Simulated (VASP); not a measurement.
Consider the following.

```
CELL_PARAMETERS angstrom
      1.47500    -2.55477     0.00000
      1.47500     2.55477     0.00000
      0.00000     0.00000     4.68000
ATOMIC_POSITIONS crystal
  Ti 0.33333 0.66667 0.25000
  Ti 0.66667 0.33333 0.75000
```

Level of theory: PBE GGA, VASP's PBE PAW potentials (set 64) (plane waves; VASP). Settings: 400 eV cut-off, 18×18×10 Γ-centred mesh, first-order Methfessel-Paxton smearing of 0.10 eV, potentials Ti_sv.

Problem. Give the stress tensor in GPa (positive for a compressed cell).

Solution. 
```
-2.40   0.00   0.00
 0.00  -2.40   0.00
 0.00   0.00  -2.78
```
The pressure is its mean diagonal, -2.52 GPa.

The compound is Ti in the hcp structure. The cell was not relaxed at this level. The run is one of a series of settings (KPOINTS 18×18×10 Γ-centred mesh against the base run), some of them coarse on purpose.
